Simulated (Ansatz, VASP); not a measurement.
## K3LaTe2O9 in VASP and in Ansatz

INCAR

```
SYSTEM = K3LaTe2O9
PREC = Accurate
ENCUT = 520
EDIFF = 1E-8
ISMEAR = -1
SIGMA = 0.02
LREAL = Auto
LASPH = .TRUE.
NELM = 100
ALGO = Normal
ISIF = 2
LWAVE = .FALSE.
LCHARG = .FALSE.
GGA = PE
LEFG = .TRUE.
NBANDS = 125
```

File KPOINTS:

```
regular mesh
0
G
  4 4 2
  0 0 0
```

File POSCAR:

```
K3LaTe2O9
1.0
    6.0589000000      0.0000000000      0.0000000000
   -3.0294500000      5.2471613190      0.0000000000
    0.0000000000      0.0000000000     15.0240000000
K La Te O
6 2 4 18
Direct
    0.0000000000      0.0000000000      0.7500000000
    0.0000000000      0.0000000000      0.2500000000
    0.3333333333      0.6666666667      0.6165600000
    0.6666666667      0.3333333333      0.1165600000
    0.3333333333      0.6666666667      0.8834400000
    0.6666666667      0.3333333333      0.3834400000
    0.0000000000      0.0000000000      0.5000000000
    0.0000000000      0.0000000000      0.0000000000
    0.6666666667      0.3333333333      0.6559300000
    0.3333333333      0.6666666667      0.1559300000
    0.6666666667      0.3333333333      0.8440700000
    0.3333333333      0.6666666667      0.3440700000
    0.9408000000      0.4704000000      0.7500000000
    0.4704000000      0.9408000000      0.2500000000
    0.5296000000      0.4704000000      0.7500000000
    0.0592000000      0.5296000000      0.2500000000
    0.5296000000      0.0592000000      0.7500000000
    0.4704000000      0.5296000000      0.2500000000
    0.3588000000      0.1794000000      0.5945000000
    0.1794000000      0.3588000000      0.0945000000
    0.8206000000      0.1794000000      0.5945000000
    0.6412000000      0.8206000000      0.0945000000
    0.8206000000      0.6412000000      0.5945000000
    0.1794000000      0.8206000000      0.0945000000
    0.8206000000      0.6412000000      0.9055000000
    0.6412000000      0.8206000000      0.4055000000
    0.8206000000      0.1794000000      0.9055000000
    0.1794000000      0.3588000000      0.4055000000
    0.3588000000      0.1794000000      0.9055000000
    0.1794000000      0.8206000000      0.4055000000
```

Input for Ansatz:

```yaml
crystal:
  lattice:
    - [6.0589, 0.0, 0.0]
    - [-3.02945, 5.247161319, 0.0]
    - [0.0, 0.0, 15.024]
  atoms:
    - { symbol: K, position: [0.0, 0.0, 0.75] }
    - { symbol: K, position: [0.0, 0.0, 0.25] }
    - { symbol: K, position: [0.3333333333, 0.6666666667, 0.61656] }
    - { symbol: K, position: [0.6666666667, 0.3333333333, 0.11656] }
    - { symbol: K, position: [0.3333333333, 0.6666666667, 0.88344] }
    - { symbol: K, position: [0.6666666667, 0.3333333333, 0.38344] }
    - { symbol: La, position: [0.0, 0.0, 0.5] }
    - { symbol: La, position: [0.0, 0.0, 0.0] }
    - { symbol: Te, position: [0.6666666667, 0.3333333333, 0.65593] }
    - { symbol: Te, position: [0.3333333333, 0.6666666667, 0.15593] }
    - { symbol: Te, position: [0.6666666667, 0.3333333333, 0.84407] }
    - { symbol: Te, position: [0.3333333333, 0.6666666667, 0.34407] }
    - { symbol: O, position: [0.9408, 0.4704, 0.75] }
    - { symbol: O, position: [0.4704, 0.9408, 0.25] }
    - { symbol: O, position: [0.5296, 0.4704, 0.75] }
    - { symbol: O, position: [0.0592, 0.5296, 0.25] }
    - { symbol: O, position: [0.5296, 0.0592, 0.75] }
    - { symbol: O, position: [0.4704, 0.5296, 0.25] }
    - { symbol: O, position: [0.3588, 0.1794, 0.5945] }
    - { symbol: O, position: [0.1794, 0.3588, 0.0945] }
    - { symbol: O, position: [0.8206, 0.1794, 0.5945] }
    - { symbol: O, position: [0.6412, 0.8206, 0.0945] }
    - { symbol: O, position: [0.8206, 0.6412, 0.5945] }
    - { symbol: O, position: [0.1794, 0.8206, 0.0945] }
    - { symbol: O, position: [0.8206, 0.6412, 0.9055] }
    - { symbol: O, position: [0.6412, 0.8206, 0.4055] }
    - { symbol: O, position: [0.8206, 0.1794, 0.9055] }
    - { symbol: O, position: [0.1794, 0.3588, 0.4055] }
    - { symbol: O, position: [0.3588, 0.1794, 0.9055] }
    - { symbol: O, position: [0.1794, 0.8206, 0.4055] }
kpoints:
  mp_grid: { grid: [4, 4, 2] }
scf:
  occupations: { method: fermi_dirac, width: 0.02 }
  mixing: { algorithm: anderson, beta: 0.5 }
hamiltonian:
  xc: pbe
  pseudopotentials: { kind: paw }
output:
  forces: true
  stress: true
  populations: true
  efg:
    quadrupole_moments_barn: { K: 0.0603, La: 0.206, O: -0.02558 }
    contact_densities: true
```

Alike in both runs: task electric field gradients; functional PBE; k mesh 4 × 4 × 2; occupations fermi-dirac, width 0.02 eV; no spin polarisation.

|  | VASP | Ansatz |
| --- | --- | --- |
| version | VASP 6.6.1 | Ansatz 0.2.0 |
| potentials or method | VASP PAW PBE potentials, release 64 (K_sv, La, Te, O) | plane-wave PAW, scalar-relativistic |
| plane-wave cutoff (eV) | 520 | 420 |
| valence electrons in the cell | 208 | 248 |

|  | VASP | Ansatz | Ansatz less VASP |
| --- | --- | --- | --- |
| gap on the k mesh at the Fermi level (eV) | 3.06 | 3.09 | +0.030 |
| pressure (GPa) | 5.6 | 5.6 | +0.03 |
| largest component of the traceless stress (GPa) | 0.09 | 0.02 | -0.069 |
| rms of the force components (eV/Å) | 0.386 | 0.363 | -0.0232 |
| Vzz of the field gradient on the site that differs most (V/Å²) | 25.4 | 32.0 | +6.59 |

Atom by atom the forces differ by 0.043 eV/Å (rms over components). The two sets of potentials don't hold the same shells in valence. Ansatz warned: «gradients_without_spin_orbit».

Caveats: spin-orbit coupling is left out, which moves the levels of the heavy elements. A k mesh can miss the band edges.
